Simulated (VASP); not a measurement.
Data:

```
TiS2
1.0
    1.69478    -2.93545     0.00000
    1.69478     2.93545     0.00000
    0.00000     0.00000     5.70532
Ti S
1 2
Direct
  0.00000   0.00000   0.00000
  0.33333   0.66667   0.24971
  0.66667   0.33333   0.75029
```

Level of theory: PBE GGA with D3 dispersion (zero damping), VASP's PBE PAW potentials (set 64) (plane waves; VASP). Settings: 520 eV cut-off, Gaussian smearing of 0.050 eV, potentials Ti_sv S.

Question: Give the energies of bands 7 to 15 at the high-symmetry points, in eV from the Fermi level.

Answer: 
| band | Γ | M | K | A | L | H |
|---|---|---|---|---|---|---|
| 7 | -5.40 | -5.28 | -4.31 | -3.89 | -5.38 | -4.42 |
| 8 | -2.77 | -3.77 | -4.14 | -2.72 | -4.52 | -4.42 |
| 9 | -2.77 | -2.95 | -4.14 | -2.72 | -2.86 | -3.86 |
| 10 | -0.06 | -2.67 | -2.67 | -2.48 | -2.82 | -3.05 |
| 11 | 0.11 | -2.64 | -2.67 | -0.06 | -1.29 | -2.24 |
| 12 | 0.11 | -1.55 | -2.38 | -0.06 | -1.23 | -2.24 |
| 13 | 0.50 | 0.19 | 1.19 | 0.48 | -0.09 | 1.21 |
| 14 | 0.50 | 1.56 | 1.81 | 0.48 | 1.55 | 1.48 |
| 15 | 0.88 | 1.98 | 1.81 | 1.50 | 1.94 | 1.48 |

It has no gap at this level: it comes out as a metal or semimetal.

The compound is TiS2 in the 1T layered structure. It was relaxed first.
